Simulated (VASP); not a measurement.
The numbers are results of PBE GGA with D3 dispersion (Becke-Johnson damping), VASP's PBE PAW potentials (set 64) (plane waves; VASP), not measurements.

VASP ran on this input.

File KPOINTS:
```
Automatic mesh
0
Gamma
13 13 7
0 0 0
```

### POSCAR
```
Gd
1.0
  1.7845012070  -3.0908465520   0.0000000000
  1.7845012070   3.0908465520   0.0000000000
  0.0000000000   0.0000000000   5.6269090869
Gd
2
Direct
  0.3333330000   0.6666670000   0.2500000000
  0.6666670000   0.3333330000   0.7500000000
```

### INCAR
```
SYSTEM = Gd
PREC = Accurate
ENCUT = 520
EDIFF = 1E-7
NELM = 100
ALGO = Normal
LREAL = .FALSE.
LASPH = .TRUE.
ISMEAR = -5
GGA = PE
IVDW = 12
LMAXMIX = 6
LWAVE = .FALSE.
LCHARG = .TRUE.
LORBIT = 11
NEDOS = 601
ISIF = 2
```

POTCAR, in this order: Gd_3 (PBE.64 set). Program: vasp_std.

Output

File OSZICAR:
```
       N       E                     dE             d eps       ncg     rms          rms(c)
DAV:   1     0.393374046801E+02    0.39337E+02   -0.89359E+03  2184   0.123E+03
DAV:   2    -0.740436259848E+01   -0.46742E+02   -0.45686E+02  2419   0.238E+02
DAV:   3    -0.908832540718E+01   -0.16840E+01   -0.16081E+01  2944   0.276E+01
DAV:   4    -0.911949453391E+01   -0.31169E-01   -0.31166E-01  2641   0.378E+00
DAV:   5    -0.912049672722E+01   -0.10022E-02   -0.99866E-03  3227   0.484E-01    0.232E+01
DAV:   6    -0.912424232661E+01   -0.37456E-02   -0.19982E-02  2504   0.116E+00    0.139E+01
DAV:   7    -0.913403833404E+01   -0.97960E-02   -0.35793E-02  2389   0.155E+00    0.221E-01
DAV:   8    -0.913372625038E+01    0.31208E-03   -0.20690E-03  2562   0.344E-01    0.578E-02
DAV:   9    -0.913373065316E+01   -0.44028E-05   -0.20290E-04  2804   0.106E-01    0.324E-02
DAV:  10    -0.913372613308E+01    0.45201E-05   -0.28161E-05  2581   0.382E-02    0.373E-02
DAV:  11    -0.913372718423E+01   -0.10511E-05   -0.41149E-06  2534   0.147E-02    0.136E-03
DAV:  12    -0.913372729270E+01   -0.10847E-06   -0.31238E-07  2561   0.391E-03    0.320E-03
DAV:  13    -0.913372722194E+01    0.70760E-07   -0.17025E-08  1487   0.106E-03
   1 F= -.10081288E+02 E0= -.10081288E+02  d E =0.000000E+00
```

File OUTCAR:
```
------------------------ aborting loop because EDIFF is reached ----------------------------------------
 Edisp (eV)   -0.94756
  FORCE on cell =-STRESS in cart. coord.  units (eV):
  Direction    XX          YY          ZZ          XY          YZ          ZX
  --------------------------------------------------------------------------------------
  Total      -0.10727    -0.10727    -0.00699     0.00000     0.00000     0.00000
  in kB      -2.76895    -2.76895    -0.18044     0.00000     0.00000     0.00000
  external pressure =       -1.91 kB  Pullay stress =        0.00 kB
  volume of cell :       62.07
      direct lattice vectors                 reciprocal lattice vectors
     1.784501207 -3.090846552  0.000000000     0.280190340 -0.161767979  0.000000000
     1.784501207  3.090846552  0.000000000     0.280190340  0.161767979  0.000000000
     0.000000000  0.000000000  5.626909087     0.000000000  0.000000000  0.177717462
 POSITION                                       TOTAL-FORCE (eV/Angst)
 -----------------------------------------------------------------------------------
      1.78450      1.03028      1.40673         0.000000      0.000000      0.000000
      1.78450     -1.03028      4.22018         0.000000     -0.000000      0.000000
 -----------------------------------------------------------------------------------
    total drift:                               -0.000003      0.000110     -0.000011
  FREE ENERGIE OF THE ION-ELECTRON SYSTEM (eV)
  ---------------------------------------------------
  free  energy   TOTEN  =       -10.0812876699 eV

  energy  without entropy=      -10.0812876699  energy(sigma->0) =      -10.08128767

 total charge

# of ion       s       p       d       tot
------------------------------------------
    1        0.366   6.247   1.183   7.796
    2        0.366   6.247   1.183   7.796
--------------------------------------------------
tot          0.732  12.493   2.366  15.591
```
(Selected blocks of OUTCAR.)

The 4f electrons are frozen in the core of the lanthanide potential, so 4f levels, which can set the real gap, and their magnetism are missing. For a metal the tetrahedron method with Blöchl corrections gives inexact stress and forces.

The compound is Gd in the hcp structure. It was relaxed first, which changed the volume by -6 %.
